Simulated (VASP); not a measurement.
Data:

```
CELL_PARAMETERS angstrom
      4.11610     0.00000     0.00000
     -2.05805     3.56465     0.00000
      0.00000     0.00000    17.74912
ATOMIC_POSITIONS crystal
  In 0.33333 0.66667 0.33030
  In 0.66667 0.33333 0.66970
  In 0.66667 0.33333 0.83030
  In 0.33333 0.66667 0.16970
  Se 0.33333 0.66667 0.59732
  Se 0.66667 0.33333 0.40268
  Se 0.66667 0.33333 0.09732
  Se 0.33333 0.66667 0.90268
```

Level of theory: PBE GGA, VASP's PBE PAW potentials (set 64) (plane waves; VASP). Numerical set-up: 300 eV cut-off, 5×5×1 Γ-centred mesh, Fermi-Dirac smearing of 0.050 eV, potentials In_d Se.

At this cut-off the stress carries a Pulay error, which pulls relaxed volumes low.

**Question.** Give the force on each atom (eV/Å).

**Answer.** 
```csv
atom,Fx,Fy,Fz
In1,0.000,0.000,0.033
In2,0.000,0.000,-0.033
In3,0.000,0.000,0.033
In4,0.000,0.000,-0.033
Se5,0.000,0.000,0.185
Se6,0.000,0.000,-0.185
Se7,0.000,0.000,0.185
Se8,0.000,0.000,-0.185
```

**Question.** Give the stress tensor in GPa (positive for a compressed cell).

**Answer.** 
```
-0.93   0.00   0.00
 0.00  -0.93   0.00
 0.00   0.00  -0.87
```
The pressure is its mean diagonal, -0.91 GPa.

The structure comes from a computed database's InSe entry (P6_3/mmc), a phase known from measurement. The cell was not relaxed at this level.
